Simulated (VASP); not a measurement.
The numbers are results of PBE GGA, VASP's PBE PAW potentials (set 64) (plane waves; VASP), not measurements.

A VASP calculation is set up with these files.

**KPOINTS**
```
Automatic
0
G
 11 11 6
```

### POSCAR
```
GaN
1
    3.2195079205     0.0000000000    -0.0000000000
   -1.6097539602     2.7881760675     0.0000000000
    0.0000000000    -0.0000000000     5.2454730408
Ga N
2 2
Direct
  0.3333330000   0.6666670000   0.9991536598
  0.6666670000   0.3333330000   0.4991536598
  0.3333330000   0.6666670000   0.3758463402
  0.6666670000   0.3333330000   0.8758463402
```

INCAR:
```
ALGO = Normal
EDIFF = 1E-7
ENCUT = 520
GGA = PE
ISIF = 2
ISMEAR = -5
LASPH = T
LCHARG = T
LMAXMIX = 4
LORBIT = 11
LREAL = F
LWAVE = F
NEDOS = 601
NELM = 100
PREC = Accurate
SYSTEM = GaN
```

POTCAR, in this order: Ga_d N (PBE.64 set). Program: vasp_std.

What VASP printed:

OSZICAR:
```
       N       E                     dE             d eps       ncg     rms          rms(c)
DAV:   1     0.278582907546E+03    0.27858E+03   -0.18570E+04  2974   0.304E+03
DAV:   2     0.807613006484E+01   -0.27051E+03   -0.26239E+03  3128   0.529E+02
DAV:   3    -0.267598102730E+02   -0.34836E+02   -0.34518E+02  3242   0.155E+02
DAV:   4    -0.282248956960E+02   -0.14651E+01   -0.14608E+01  3990   0.334E+01
DAV:   5    -0.282504906694E+02   -0.25595E-01   -0.25584E-01  3180   0.384E+00    0.108E+01
DAV:   6    -0.242309275137E+02    0.40196E+01   -0.15453E+01  5022   0.565E+01    0.313E+00
DAV:   7    -0.243495605133E+02   -0.11863E+00   -0.16628E+00  3062   0.110E+01    0.268E+00
DAV:   8    -0.243491029720E+02    0.45754E-03   -0.28241E-01  4668   0.794E+00    0.866E-01
DAV:   9    -0.243269750525E+02    0.22128E-01   -0.11276E-01  5114   0.559E+00    0.349E-01
DAV:  10    -0.243279517487E+02   -0.97670E-03   -0.55873E-03  3248   0.815E-01    0.144E-01
DAV:  11    -0.243278659853E+02    0.85763E-04   -0.16118E-03  4280   0.736E-01    0.323E-02
DAV:  12    -0.243278825880E+02   -0.16603E-04   -0.19280E-04  3022   0.103E-01    0.168E-02
DAV:  13    -0.243278817666E+02    0.82135E-06   -0.41464E-05  4016   0.144E-01    0.124E-02
DAV:  14    -0.243278821913E+02   -0.42467E-06   -0.54346E-06  4450   0.396E-02    0.175E-03
DAV:  15    -0.243278821985E+02   -0.71623E-08   -0.96487E-07  3996   0.136E-02
   1 F= -.24327882E+02 E0= -.24327882E+02  d E =0.000000E+00
```

### OUTCAR
```
------------------------ aborting loop because EDIFF is reached ----------------------------------------
  FORCE on cell =-STRESS in cart. coord.  units (eV):
  Direction    XX          YY          ZZ          XY          YZ          ZX
  --------------------------------------------------------------------------------------
  Total       -0.0240997     -0.0240997     -0.0176293     -0.0000000      0.0000000      0.0000000
  in kB       -0.8200253     -0.8200255     -0.5998634     -0.0000000      0.0000000      0.0000000
  external PRESSURE =      -0.7466381 kB  Pullay stress =       0.0000000 kB
  volume of cell :       47.09
      direct lattice vectors                 reciprocal lattice vectors
     3.219507920  0.000000000  0.000000000     0.310606473  0.179328704  0.000000000
    -1.609753960  2.788176067  0.000000000     0.000000000  0.358657407  0.000000000
     0.000000000  0.000000000  5.245473041     0.000000000  0.000000000  0.190640576
  FREE ENERGIE OF THE ION-ELECTRON SYSTEM (eV)
  ---------------------------------------------------
  free  energy   TOTEN  =       -24.3278821985 eV

  energy  without entropy=      -24.3278821985  energy(sigma->0) =      -24.32788220

 total charge

# of ion       s       p       d       tot
------------------------------------------
    1        0.782   0.861  10.162  11.805
    2        0.782   0.861  10.162  11.805
    3        1.225   2.499   0.000   3.724
    4        1.225   2.499   0.000   3.724
--------------------------------------------------
tot          4.015   6.720  20.323  31.058
```
(Selected blocks of OUTCAR.)

### OUTCAR
```
 val. band max:        4.9973840102   @ k =   0.0000   0.0000   0.0000

 cond. band min:       6.7048040732   @ k =   0.0000   0.0000   0.0000


 Fermi energy:         5.0165739547

 k-point     1 :       0.0000    0.0000    0.0000
  band No.  band energies     occupation
      1     -10.7289      2.00000
      2      -9.9096      2.00000
      3      -8.4234      2.00000
      4      -8.4090      2.00000
      5      -8.4090      2.00000
      6      -8.3534      2.00000
      7      -8.3534      2.00000
      8      -8.1797      2.00000
      9      -8.1797      2.00000
     10      -8.0899      2.00000
     11      -8.0899      2.00000
     12      -6.8533      2.00000
     13      -1.8579      2.00000
     14       4.0029      2.00000
     15       4.0030      2.00000
     16       4.9604      2.00000
     17       4.9974      2.00000
     18       4.9974      2.00000
     19       6.7048      0.00000
     20       9.0560      0.00000
     21      14.0122      0.00000
     22      14.7197      0.00000

 k-point     2 :       0.0909    0.0000    0.0000
  band No.  band energies     occupation
      1     -10.6529      2.00000
      2      -9.8912      2.00000
      3      -8.4160      2.00000
      4      -8.3981      2.00000
      5      -8.3811      2.00000
      6      -8.3447      2.00000
      7      -8.3386      2.00000
      8      -8.1859      2.00000
      9      -8.1804      2.00000
     10      -8.1022      2.00000
     11      -8.0882      2.00000
     12      -6.7975      2.00000
     13      -1.7443      2.00000
     14       3.4083      2.00000
     15       3.8382      2.00000
     16       4.2579      2.00000
     17       4.8831      2.00000
     18       4.9260      2.00000
     19       7.3877      0.00000
     20       9.5625      0.00000
     21      13.7951      0.00000
     22      14.1773      0.00000

 k-point     3 :       0.1818    0.0000    0.0000
  band No.  band energies     occupation
      1     -10.4522      2.00000
...
```

The structure was generated: GaN was put into the wurtzite type (P6_3mc), which need not be its known phase. It was relaxed first, which changed the volume by +6 %.
